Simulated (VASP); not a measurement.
# SiF (Pm-3m) in VASP: notebook

One crystal, SiF, is run at these levels: PBE; tasks: single point, relaxation of cell and atoms.

Everything below comes from runs of VASP 6.6.1. Logs are shortened: lines on timing, memory, paths and dates and some standing lists are left out, and cuts for length are marked.

### 1 The undisturbed crystal

Symmetry: Pm-3m, No. 221, cubic system. The conventional cell has a = 4.515 Å, b = 4.515 Å, c = 4.515 Å, α = 90.00°, β = 90.00°, γ = 90.00°. Si (site symmetry 4/mmm) has 4 F at 2.26 Å as nearest neighbours. F (site symmetry 4/mmm) has 4 Si at 2.26 Å as nearest neighbours.

The cell was built by a generator and needn't be a form met in nature.

### 2 Single point, PBE (random cell by space group and Wyckoff sites (Pm-3m, No. 221))

Contents of INCAR:

```
SYSTEM = SiF
  PREC = Accurate
  ENCUT = 520
  EDIFF = 1E-6
  ISMEAR = 0
  SIGMA = 0.1
  LREAL = .False.
  LASPH = .True.
  NELM = 80
  ALGO = Normal
  ISIF = 2
  LWAVE = .False.
  LCHARG = .False.
  GGA = PE
  NBANDS = 26
```

Contents of KPOINTS:

```
regular mesh
0
Gamma
  8 8 8
  0 0 0
```

Contents of POSCAR:

```
SiF
1.0
    4.5152050764      0.0000000000      0.0000000000
    0.0000000000      4.5152050764      0.0000000000
    0.0000000000      0.0000000000      4.5152050764
Si F
3 3
Direct
    0.5000000000      0.0000000000      0.0000000000
    0.0000000000      0.5000000000      0.0000000000
    0.0000000000      0.0000000000      0.5000000000
    0.0000000000      0.5000000000      0.5000000000
    0.5000000000      0.0000000000      0.5000000000
    0.5000000000      0.5000000000      0.0000000000
```

Potentials or basis: VASP PAW PBE potentials, release 64 (Si, F).

Command:

```
cat potpaw_PBE.64/Si/POTCAR potpaw_PBE.64/F/POTCAR > POTCAR
mpirun -np 1 vasp_std > vasp.out
```

OUTCAR:

```text
SYSTEM = SiF
   PREC = Accurate
   ENCUT = 520
   EDIFF = 1E-6
   ISMEAR = 0
   LREAL = .False.
   LASPH = .True.
   NELM = 80
   ISIF = 2
   GGA = PE

 ion  position               nearest neighbor table
   1  0.500  0.000  0.000-   5 2.26   6 2.26   5 2.26   6 2.26
   2  0.000  0.500  0.000-   4 2.26   6 2.26   4 2.26   6 2.26
   3  0.000  0.000  0.500-   4 2.26   5 2.26   4 2.26   5 2.26
   4  0.000  0.500  0.500-   2 2.26   3 2.26   2 2.26   3 2.26
   5  0.500  0.000  0.500-   1 2.26   3 2.26   1 2.26   3 2.26
   6  0.500  0.500  0.000-   1 2.26   2 2.26   1 2.26   2 2.26

  LATTYP: Found a simple cubic cell.
 ALAT       =     4.5152050764

  Lattice vectors:

 A1 = (   4.5152050764,   0.0000000000,   0.0000000000)
 A2 = (   0.0000000000,   4.5152050764,   0.0000000000)
 A3 = (   0.0000000000,   0.0000000000,   4.5152050764)

Analysis of symmetry for initial positions (statically):
=====================================================================
 Subroutine PRICEL returns:
 Original cell was already a primitive cell.

 Routine SETGRP: Setting up the symmetry group for a
 simple cubic supercell.

 Subroutine GETGRP returns: Found 48 space group operations
 (whereof 48 operations were pure point group operations)
 out of a pool of 48 trial point group operations.

The static configuration has the point symmetry O_h .

Analysis of symmetry for dynamics (positions and initial velocities):
=====================================================================
 Subroutine PRICEL returns:
 Original cell was already a primitive cell.

 Routine SETGRP: Setting up the symmetry group for a
 simple cubic supercell.

 Subroutine GETGRP returns: Found 48 space group operations
 (whereof 48 operations were pure point group operations)
 out of a pool of 48 trial point group operations.

The dynamic configuration has the point symmetry O_h .

 Subroutine INISYM returns: Found 48 space group operations
 (whereof 48 operations are pure point group operations),
 and found     1 'primitive' translations

----------------------------------------------------------------------------------------

                                     Primitive cell

  volume of cell :      92.0518

  direct lattice vectors                    reciprocal lattice vectors
     4.515205076  0.000000000  0.000000000     0.221473883  0.000000000  0.000000000
     0.000000000  4.515205076  0.000000000     0.000000000  0.221473883  0.000000000
     0.000000000  0.000000000  4.515205076     0.000000000  0.000000000  0.221473883

  length of vectors
     4.515205076  4.515205076  4.515205076     0.221473883  0.221473883  0.221473883

  position of ions in fractional coordinates (direct lattice)
     0.500000000  0.000000000  0.000000000
     0.000000000  0.500000000  0.000000000
     0.000000000  0.000000000  0.500000000
     0.000000000  0.500000000  0.500000000
     0.500000000  0.000000000  0.500000000
     0.500000000  0.500000000  0.000000000

  ion indices of the primitive-cell ions
   primitive index   ion index
                 1           1
                 2           2
                 3           3
                 4           4
                 5           5
                 6           6

----------------------------------------------------------------------------------------

 KPOINTS: regular mesh

Automatic generation of k-mesh.
 Grid dimensions read from file:
 generate k-points for:    8    8    8

 Generating k-lattice:

  Cartesian coordinates                     Fractional coordinates (reciprocal lattice)
     0.027684235  0.000000000  0.000000000     0.125000000  0.000000000  0.000000000
     0.000000000  0.027684235  0.000000000     0.000000000  0.125000000  0.000000000
     0.000000000  0.000000000  0.027684235     0.000000000  0.000000000  0.125000000

  Length of vectors
     0.027684235  0.027684235  0.027684235

  Shift w.r.t. Gamma in fractional coordinates (k-lattice)
     0.000000000  0.000000000  0.000000000

 Subroutine IBZKPT returns following result:
 ===========================================

 Found     35 irreducible k-points:

 Following reciprocal coordinates:
            Coordinates               Weight
  0.000000  0.000000  0.000000      1.000000
  0.125000  0.000000  0.000000      6.000000
  0.250000  0.000000  0.000000      6.000000
  0.375000  0.000000  0.000000      6.000000
  0.500000  0.000000  0.000000      3.000000
  0.125000  0.125000  0.000000     12.000000
[... 16 lines left out ...]
  0.375000  0.375000  0.125000     24.000000
  0.500000  0.375000  0.125000     24.000000
 [... further k-points ...]
   k-points           NKPTS =     35   k-points in BZ     NKDIM =     35   number of bands    NBANDS=     26
   number of dos      NEDOS =    301   number of ions     NIONS =      6
   total plane-waves  NPLWV =  46656
   dimension x,y,z NGX =    36 NGY =   36 NGZ =   36
   dimension x,y,z NGXF=    72 NGYF=   72 NGZF=   72
   ions per type =               3   3
   NGX,Y,Z   is equivalent  to a cutoff of  13.25, 13.25, 13.25 a.u.
   NGXF,Y,Z  is equivalent  to a cutoff of  26.51, 26.51, 26.51 a.u.
 SYSTEM =  SiF
   PREC   = accura    normal or accurate (medium, high low for compatibility)
   ISTART =      0    job   : 0-new  1-cont  2-samecut
   ICHARG =      2    charge: 1-file 2-atom 10-const
   ISPIN  =      1    spin polarized calculation?
   LNONCOLLINEAR =      F non collinear calculations
   LSORBIT =      F    spin-orbit coupling
   LASPH  =      T    aspherical Exc in radial PAW
   ENCUT  =  520.0 eV  38.22 Ry    6.18 a.u.   8.40  8.40  8.40*2*pi/ulx,y,z
   NELM   =     80;   NELMIN=  2; NELMDL= -5     # of ELM steps
   EDIFF  = 0.1E-05   stopping-criterion for ELM
   LREAL  =      F    real-space projection
   EDIFFG = 0.1E-04   stopping-criterion for IOM
   NSW    =      0    number of steps for IOM
   IBRION =     -1    ionic relax: 0-MD 1-quasi-New 2-CG
   NFREE  =      0    steps in history (QN), initial steepest desc. (CG)
   ISIF   =      2    stress and relaxation
   ISYM   =      2    0-nonsym 1-usesym 2-fastsym
   POTIM  = 0.5000    time-step for ionic-motion
   TEBEG  =    0.0;   TEEND  =   0.0 temperature during run
   PSTRESS=    0.0 pullay stress
   NELECT =      33.0000    total number of electrons
   NUPDOWN=      -1.0000    fix difference up-down
   EMIN   =  10.00;   EMAX   =-10.00  energy-range for DOS
   EFERMI =   0.00;   METHOD = LEGACY
   ISMEAR =     0;   SIGMA  =   0.10  broadening in eV -4-tet -1-fermi 0-gaus
   EFERMI_NEDOS =   21; number of points for ismear=-14 and -15
   IALGO  =     38    algorithm
   IMIX   =      4    mixing-type and parameters
     AMIX     =   0.40;   BMIX     =  1.00
     AMIX_MAG =   1.60;   BMIX_MAG =  1.00
  volume/ion in A,a.u.               =      15.34       103.53
  Fermi-wavevector in a.u.,A,eV,Ry     =   1.162970  2.197695 18.401882  1.352500
  Thomas-Fermi vector in A             =   2.299525
   LORBIT       =      0    0 simple, 1 ext, 2 COOP (PROOUT), +10 PAW based schemes
   GGA     = PE    functional components
   LHFCALC =     F    Hartree Fock is set to
   AEXX    =    0.0000 exact exchange contribution
   IVDW    =     0    specifies the selected vdW correction
   LEPSILON=     F    determine dielectric tensor
   LRPA    =     F    only Hartree local field effects (RPA)
 non-spin polarized calculation
 Gauss-broadening in eV      SIGMA  =   0.10
  energy-cutoff  :      520.00
  volume of cell :       92.05
 maximum number of plane-waves:      2517
 NGX is ok and might be reduce to    36
   NGX = 17   NGY = 17   NGZ = 17

 number of electron      33.0000031 magnetization

 Free energy of the ion-electron system (eV)
  ---------------------------------------------------
  ext. energy  EPLUGINS =         0.00000000
  ---------------------------------------------------
  free energy    TOTEN  =       -25.72470717 eV

  energy without entropy =      -25.71597214  energy(sigma->0) =      -25.72033965

 E-fermi :   5.3138     XC(G=0):  -9.5850

 val. band max:        5.2884918402   @ k =   0.2500   0.0000   0.0000
 cond. band min:       5.3538330836   @ k =   0.5000   0.3750   0.3750
 fundamental gap:      0.0653412435
 Fermi energy:         5.3137947185

 k-point     1 :       0.0000    0.0000    0.0000
  band No.  band energies     occupation
      1     -20.2876      2.00000
      2     -19.9555      2.00000
      3     -19.9555      2.00000
      4      -3.6459      2.00000
      5      -3.3141      2.00000
      6      -3.3141      2.00000
[... 18 lines left out ...]
     25      10.4290      0.00000
     26      10.7467      0.00000

 k-point     2 :       0.1250    0.0000    0.0000
  band No.  band energies     occupation
      1     -20.2754      2.00000
      2     -19.9659      2.00000
      3     -19.9536      2.00000
      4      -4.0742      2.00000
      5      -3.2752      2.00000
      6      -3.2752      2.00000
[... 18 lines left out ...]
     25      10.5076      0.00000
     26      10.5167      0.00000

 k-point     3 :       0.2500    0.0000    0.0000
  band No.  band energies     occupation
      1     -20.2413      2.00000
      2     -19.9966      2.00000
      3     -19.9500      2.00000
      4      -4.5252      2.00000
      5      -3.1653      2.00000
      6      -3.1653      2.00000
[... 572 lines left out ...]
 k-point    23 :       0.3750    0.3750    0.1250
  band No.  band energies     occupation
      1     -20.1156      2.00000
      2     -20.0385      2.00000
      3     -20.0025      2.00000
      4      -5.0820      2.00000
      5      -4.1041      2.00000
      6      -4.1002      2.00000
[... 18 lines left out ...]
     25      12.1577      0.00000
     26      13.5660      0.00000

 k-point    24 :       0.5000    0.3750    0.1250
  band No.  band energies     occupation
      1     -20.0885      2.00000
      2     -20.0548      2.00000
      3     -20.0099      2.00000
      4      -5.1377      2.00000
      5      -4.2007      2.00000
      6      -4.1203      2.00000
[... 18 lines left out ...]
     25      12.1075      0.00000
     26      13.9590      0.00000

 [... further k-points ...]

------------------------ aborting loop because EDIFF is reached ----------------------------------------

  FORCE on cell =-STRESS in cart. coord.  units (eV):
  Direction    XX          YY          ZZ          XY          YZ          ZX
  --------------------------------------------------------------------------------------
  -------------------------------------------------------------------------------------
  Total       -0.1164018     -0.1164018     -0.1164018      0.0000000     -0.0000000      0.0000000
  in kB       -2.0259917     -2.0259917     -2.0259917      0.0000000     -0.0000000      0.0000000
  external PRESSURE =      -2.0259917 kB  Pullay stress =       0.0000000 kB

 VOLUME and BASIS-vectors are now :
 -----------------------------------------------------------------------------
  energy-cutoff  :      520.00
  volume of cell :       92.05
      direct lattice vectors                 reciprocal lattice vectors
     4.515205076  0.000000000  0.000000000     0.221473883  0.000000000  0.000000000
     0.000000000  4.515205076  0.000000000     0.000000000  0.221473883  0.000000000
     0.000000000  0.000000000  4.515205076     0.000000000  0.000000000  0.221473883

 POSITION                                       TOTAL-FORCE (eV/Angst)
 -----------------------------------------------------------------------------------
      2.25760      0.00000      0.00000         0.000000      0.000000      0.000000
      0.00000      2.25760      0.00000         0.000000      0.000000      0.000000
      0.00000      0.00000      2.25760         0.000000      0.000000      0.000000
      0.00000      2.25760      2.25760         0.000000      0.000000      0.000000
      2.25760      0.00000      2.25760         0.000000      0.000000      0.000000
      2.25760      2.25760      0.00000         0.000000      0.000000      0.000000
 -----------------------------------------------------------------------------------
    total drift:                                0.000000      0.000000      0.000000

  FREE ENERGIE OF THE ION-ELECTRON SYSTEM (eV)
  ---------------------------------------------------
  free  energy   TOTEN  =       -25.7247071675 eV

  energy  without entropy=      -25.7159721374  energy(sigma->0) =      -25.72033965
```

It took 54 s on 1 thread of Intel Xeon 6975P-C (Granite Rapids), shared host; peak memory 0.21 GiB.

Results:

* Free energy: -25.7247 eV
* Pressure: -0.2 GPa
* Band gap on the k mesh: none (metal or under the smearing width)

Caveat: an odd number of electrons without spin polarisation forces a metal; a magnetic or distorted state may lie lower.

### 3 Relaxation of cell and atoms, PBE (random cell by space group and Wyckoff sites (Pm-3m, No. 221))

Contents of INCAR:

```
SYSTEM = SiF
ALGO = Normal
EDIFF = 1E-6
EDIFFG = -0.01
ENCUT = 600
GGA = PE
IBRION = 2
ISIF = 3
ISMEAR = 0
LASPH = .True.
LCHARG = .False.
LREAL = .False.
LWAVE = .False.
NELM = 100
NSW = 100
PREC = Accurate
SIGMA = 0.1
```

Contents of KPOINTS:

```
k-points
0
Gamma
  8 8 8
  0 0 0
```

POSCAR: that of step 2 with these lines changed.

```diff
@@ -2,5 +2,5 @@
 1.0
-    4.5152050764      0.0000000000      0.0000000000
-    0.0000000000      4.5152050764      0.0000000000
-    0.0000000000      0.0000000000      4.5152050764
+    4.5255052925      0.0000000000      0.0000000000
+    0.0000000000      4.5255052925      0.0000000000
+    0.0000000000      0.0000000000      4.5255052925
 Si F
```

Potentials or basis: VASP PAW PBE potentials, release 64 (Si, F).

Command:

```
cat potpaw_PBE.64/Si/POTCAR potpaw_PBE.64/F/POTCAR > POTCAR
mpirun -np 1 vasp_std > vasp.out
```

It took 51 s on 1 thread of Intel Xeon 6975P-C (Granite Rapids), shared host; peak memory 0.23 GiB.

Results (log left out):

```
Free energy                            : -25.7309 eV
Relaxed volume                         : 15.30 Å³/atom
Relaxed cell                           : a = 4.511 Å, b = 4.511 Å, c = 4.511 Å, α = 90.00°, β = 90.00°, γ = 90.00°
Space group after relaxing (to 0.05 Å) : Pm-3m (No. 221)
Energy gained by relaxing              : 0.3 meV/atom
Ionic steps                            : 2
Pressure after relaxing                : -0.1 GPa
Band gap on the k mesh                 : none (metal or under the smearing width)
```

The path:
| step | energy change (eV) | largest force (eV/Å) | pressure (GPa) | volume (Å³) |
| --- | --- | --- | --- | --- |
| 1 | 0.0000 | 0.0000 | -0.68 | 92.68 |
| 2 | -0.0021 | 0.0000 | -0.07 | 91.81 |

Final structure:
```yaml
crystal:
  lattice:
    - [4.51125, 0.00000, 0.00000]
    - [0.00000, 4.51125, 0.00000]
    - [0.00000, 0.00000, 4.51125]
  atoms:
    - { symbol: Si, position: [0.50000, 0.00000, 0.00000] }
    - { symbol: Si, position: [0.00000, 0.50000, 0.00000] }
    - { symbol: Si, position: [0.00000, 0.00000, 0.50000] }
    - { symbol: F, position: [0.00000, 0.50000, 0.50000] }
    - { symbol: F, position: [0.50000, 0.00000, 0.50000] }
    - { symbol: F, position: [0.50000, 0.50000, 0.00000] }
```

Levels at points of the mesh, in eV from the Fermi level:
```tsv
k point	band 15	band 16	band 17	band 18	band 19	band 20
(0.00, 0.00, 0.00)	-4.85	-0.05	-0.05	-0.05	4.52	5.01
(0.50, 0.00, 0.00)	-2.63	-0.43	-0.43	1.05	1.63	2.52
(0.50, 0.50, 0.00)	-3.95	-0.77	-0.41	-0.21	1.82	1.82
(0.50, 0.50, 0.50)	-2.49	-2.49	-0.65	-0.65	-0.65	3.93
```

Caveat: an odd number of electrons without spin polarisation forces a metal; a magnetic or distorted state may lie lower.
